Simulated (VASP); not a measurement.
SrO (rock salt) is relaxed at rising pressure, each step from the one before. Symmetry mostly holds the structure type, and other phases were not tried. The mesh follows the cell, and a change of mesh leaves a small step in the series.

Data:

```yaml
crystal:
  lattice:
    - [0.00000, 2.60240, 2.60240]
    - [2.60240, 0.00000, 2.60240]
    - [2.60240, 2.60240, 0.00000]
  atoms:
    - { symbol: Sr, position: [0.00000, 0.00000, 0.00000] }
    - { symbol: O, position: [0.50000, 0.50000, 0.50000] }
```

All values below come from PBE GGA, VASP's PBE PAW potentials (set 64) (plane waves; VASP 6.6.1). Numerical set-up: 620 eV cut-off, 9×9×9 Γ-centred mesh, Gaussian smearing of 0.050 eV, potentials Sr_sv O.

```
P (GPa)  V (Å³/atom)  H − H(0) (eV/atom)  space group    k-mesh
-------  -----------  ------------------  -----------  --------
0              17.62               0.000        Fm-3m     9×9×9
5              16.71               0.536        Fm-3m     9×9×9
10             16.01               1.047        Fm-3m     9×9×9
20                 ?                   ?        Fm-3m     9×9×9
30             14.18               2.923        Fm-3m     9×9×9
45                 ?                   ?        Fm-3m  10×10×10
```

**Question.** Complete the blanks.

**Answer.** 
- 20, V (Å³/atom): 14.97
- 20, H − H(0) (eV/atom): 2.013
- 45, V (Å³/atom): 13.30
- 45, H − H(0) (eV/atom): 4.209

Pressures at which the relaxation failed are left out.

The compound is SrO in the rock salt structure.
